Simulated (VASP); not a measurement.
## LiPb: single point with LDA

LiPb:

```
CELL_PARAMETERS angstrom
3.52200 0.00000 0.00000
0.00000 3.52200 0.00000
0.00000 0.00000 3.52200
ATOMIC_POSITIONS crystal
Li 0.50000 0.50000 0.50000
Pb 0.00000 0.00000 0.00000
```

| Item | Value |
| --- | --- |
| Program | VASP 6.6.1 |
| Task | single point |
| Functional | LDA |
| Potentials or basis | VASP PAW LDA potentials, release 64 (Li_sv, Pb_d) |
| Cutoff | 520 eV |
| k mesh | 6 × 6 × 6 |
| Occupations | fermi-dirac, width 0.15 eV |
| Spin | no spin polarisation |

- Band gap on the k mesh: none (metal or under the smearing width)

Levels at points of the mesh, in eV from the Fermi level:
```csv
k point,band 4,band 5,band 6,band 7,band 8,band 9,band 10,band 11,band 12,band 13
"(0.00, 0.00, 0.00)",-16.77,-16.77,-16.77,-10.76,2.07,2.07,2.07,5.44,6.39,6.39
"(0.50, 0.00, 0.00)",-16.85,-16.80,-16.76,-9.23,-4.17,4.43,4.43,5.84,7.11,7.11
"(0.50, 0.50, 0.00)",-16.84,-16.84,-16.64,-7.51,-2.98,-2.98,2.18,6.29,8.15,8.78
"(0.50, 0.50, 0.50)",-16.95,-16.64,-16.64,-5.92,-0.79,-0.79,-0.79,2.35,2.35,2.35
```

Run time: 13 s on 1 thread of Intel(R) Xeon(R) Platinum 8375C CPU @ 2.90GHz (Ice Lake), on a shared host, peak memory 0.14 GiB.

 Spin-orbit coupling is left out, which matters for the levels of Pb.
